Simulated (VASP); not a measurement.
These are PBEsol GGA, VASP's PBE PAW potentials (set 64) (plane waves; VASP) values and carry that method's errors.

Gaps are without spin-orbit coupling.

```
Quantity                                                Value
---------------------------------------------  --------------
volume per atom                                25.67 Å^3/atom
band gap (over mesh and band path)                    0.19 eV
smallest direct gap (over mesh and band path)         0.19 eV
Hill bulk modulus                                    60.0 GPa
Hill shear modulus                                   33.1 GPa
```

Which relaxed crystal gives these values?
A) CdI2, P-3m1 (164)
B) MgI2, P-3m1 (164)
C) PbS, Fm-3m (225)
D) CdSe, F-43m (216)

C, PbS, Fm-3m (225)
